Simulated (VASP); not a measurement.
## Sb2TeO2: relaxation of cell and atoms with PBE

The system is Sb2TeO2.

```
Sb Te O
1.0
    -1.95100    1.95100    6.23100
     1.95100   -1.95100    6.23100
     1.95100    1.95100   -6.23100
Sb Te O
2 1 2
Cartesian
  0.0000 0.0000 8.1430
  0.0000 0.0000 4.3190
  0.0000 0.0000 0.0000
  1.9510 0.0000 3.1155
  0.0000 1.9510 3.1155
```

The cell was built by a generator and needn't be a form met in nature.

```
Program                : VASP 6.6.1
Task                   : relaxation of cell and atoms
Functional             : PBE
Potentials or basis    : VASP PAW PBE potentials, release 64 (Sb, Te, O)
Cutoff                 : 520 eV
k mesh                 : 10 × 10 × 10
Occupations            : gaussian, width 0.1 eV
Spin                   : no spin polarisation
Further INCAR settings : ALGO = Normal; EDIFF = 1e-06; IBRION = 2; EDIFFG = -0.01; NSW = 90; ISIF = 3
```

The relaxed volume is 19.05 Å³/atom, the relaxed cell is a = 6.854 Å, b = 6.854 Å, c = 6.854 Å, α = 146.97°, β = 146.97°, γ = 47.41° and the space group after relaxing (to 0.05 Å) is I4/mmm (No. 139). The energy gained by relaxing is 0.2 meV/atom, the ionic steps are 3 and the pressure after relaxing is 0.0 GPa. The band gap on the k mesh is none (metal or under the smearing width).

Forces on the atoms (eV/Å):
```
Sb   0.000  0.000 -0.002
Sb   0.000  0.000  0.002
Te   0.000  0.000  0.000
O    0.000  0.000  0.000
O    0.000  0.000  0.000
```

Step by step:
| step | energy change (eV) | largest force (eV/Å) | pressure (GPa) | volume (Å³) |
| --- | --- | --- | --- | --- |
| 1 | 0.0000 | 0.0406 | 0.08 | 94.87 |
| 2 | -0.0006 | 0.0263 | 0.06 | 95.00 |
| 3 | -0.0011 | 0.0023 | -0.02 | 95.27 |

Final structure:
```
Sb Te O
1.0
    -1.94817    1.94817    6.27542
     1.94817   -1.94817    6.27542
     1.94817    1.94817   -6.27542
Sb Te O
2 1 2
Direct
  0.65391 0.65391 0.00000
  0.34609 0.34609 0.00000
  0.00000 0.00000 0.00000
  0.25000 0.75000 0.50000
  0.75000 0.25000 0.50000
```

Levels at points of the mesh, in eV from the Fermi level:
```tsv
k point	band 12	band 13	band 14	band 15	band 16	band 17
(0.00, 0.00, 0.00)	-1.84	-1.41	-1.41	-0.28	3.07	3.42
(0.50, 0.00, 0.00)	-2.06	-0.67	0.03	1.87	2.27	2.90
(0.50, 0.50, 0.00)	-3.06	-2.84	-1.47	-0.50	2.13	2.37
(0.50, 0.50, 0.50)	-1.09	-0.91	-0.91	0.28	1.53	1.53
```

Wall time 2.9 min on 4 MPI ranks on Intel(R) Xeon(R) 6975P-C (Granite Rapids), on a shared host, peak memory 0.54 GiB a rank.

Spin-orbit coupling is left out, which matters for the levels of Sb, Te.
